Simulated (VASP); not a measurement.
VASP ran on this input.

INCAR:
```
ALGO = Normal
EDIFF = 1E-6
ENCUT = 300
GGA_COMPAT = F
ISIF = 2
ISMEAR = 1
LASPH = T
LCHARG = F
LMAXMIX = 4
LNONCOLLINEAR = T
LORBIT = 11
LREAL = F
LSORBIT = T
LWAVE = F
MAGMOM = 9*0.0
NELM = 100
PREC = Accurate
SIGMA = 0.2
SYSTEM = PbI2
```

POSCAR:
```
PbI2
1
    4.4894100000     0.0000000000     0.0000000000
   -2.2447060000     3.8879430000     0.0000000000
    0.0000000000     0.0000000000    17.7422140000
Pb I
1 2
Direct
  0.0000000000   0.0000000000   0.5000000000
  0.3333330000   0.6666670000   0.6054610000
  0.6666670000   0.3333330000   0.3945390000
```

File KPOINTS:
```
Automatic
0
Gamma
 7 7 1
```

POTCAR, in this order: Pb_d I (LDA.64 set). Program: vasp_ncl.

Question: Write an equivalent input for Ansatz.

Answer: One equivalent input (not run):
Ansatz 0.2 input:
```yaml
crystal:
  lattice:
    - [4.4894100, 0.0000000, 0.0000000]
    - [-2.2447060, 3.8879430, 0.0000000]
    - [0.0000000, 0.0000000, 17.7422140]
  atoms:
    - { symbol: Pb, position: [0.0000000, 0.0000000, 0.5000000] }
    - { symbol: I, position: [0.3333330, 0.6666670, 0.6054610] }
    - { symbol: I, position: [0.6666670, 0.3333330, 0.3945390] }
kpoints:
  mp_grid: { grid: [7, 7, 1] }
hamiltonian:
  xc: lda
  pseudopotentials: { kind: paw }
magnetization: { noncollinear: true, spin_orbit: true }
scf:
  occupations: { method: methfessel_paxton, width: 0.2 }
  max_iter: 100
output: { forces: true, stress: true, eigenvalues: true }
```
Limits of the translation: each code has its own PAW files, so the cut-off isn't converted (ENCUT is set for VASP's; basis.ecutwfc is left out, and Ansatz then takes the one that its files recommend); Ansatz stops its SCF on the density residual and VASP on the energy change (EDIFF); Ansatz's lda is the Perdew-Wang form, while the LDA potentials of VASP carry Perdew-Zunger's.

The cell is a sheet with vacuum, built from a generated structure.
